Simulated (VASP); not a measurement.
VASP ran on this input.

POSCAR:
```
AgCl
1
    1.8451023073    -5.4232348339     0.0000000000
    1.8451023073     5.4232348339    -0.0000000000
    0.0000000000     0.0000000000     3.8407525424
Ag Cl
2 2
Direct
  0.3979335063   0.6020664937   0.7500000000
  0.6020664937   0.3979335063   0.2500000000
  0.8648689808   0.1351310192   0.2500000000
  0.1351310192   0.8648689808   0.7500000000
```

### KPOINTS
```
kpoints
0
G
7 7 7
0 0 0
```

### INCAR
```
SYSTEM = AgCl
PREC = Accurate; ENCUT = 400; LREAL = .False.
LASPH = .True.
EDIFF = 1E-7; NELM = 100; ALGO = Normal
LMAXMIX = 4
ISMEAR = -5
GGA = PS
ISIF = 2
LWAVE = .False.; LCHARG = .True.; LORBIT = 11
NEDOS = 601
LEFG = .True.
```

POTCAR, in this order: Ag Cl (PBE.64 set). Program: vasp_std.

Question: Write an equivalent input for Ansatz.

Answer: One equivalent input (not run):
Ansatz 0.2 input:
```yaml
crystal:
  lattice:
    - [1.8451023, -5.4232348, 0.0000000]
    - [1.8451023, 5.4232348, 0.0000000]
    - [0.0000000, 0.0000000, 3.8407525]
  atoms:
    - { symbol: Ag, position: [0.3979335, 0.6020665, 0.7500000] }
    - { symbol: Ag, position: [0.6020665, 0.3979335, 0.2500000] }
    - { symbol: Cl, position: [0.8648690, 0.1351310, 0.2500000] }
    - { symbol: Cl, position: [0.1351310, 0.8648690, 0.7500000] }
kpoints:
  mp_grid: { grid: [7, 7, 7] }
hamiltonian:
  xc: pbesol
  pseudopotentials: { kind: paw }
scf:
  occupations: { method: tetrahedron }
  max_iter: 100
output: { forces: true, stress: true, eigenvalues: true }
```
The two are equivalent in intent, not identical: each code has its own PAW files, so the cut-off isn't converted (ENCUT is set for VASP's; basis.ecutwfc is left out, and Ansatz then takes the one that its files recommend); Ansatz stops its SCF on the density residual and VASP on the energy change (EDIFF); the field gradients of LEFG aren't asked of the other code.

The structure comes from a computed database's AgCl entry (Cmcm); how it stands against other phases isn't given here. It was relaxed first, which changed the volume by -6 %.
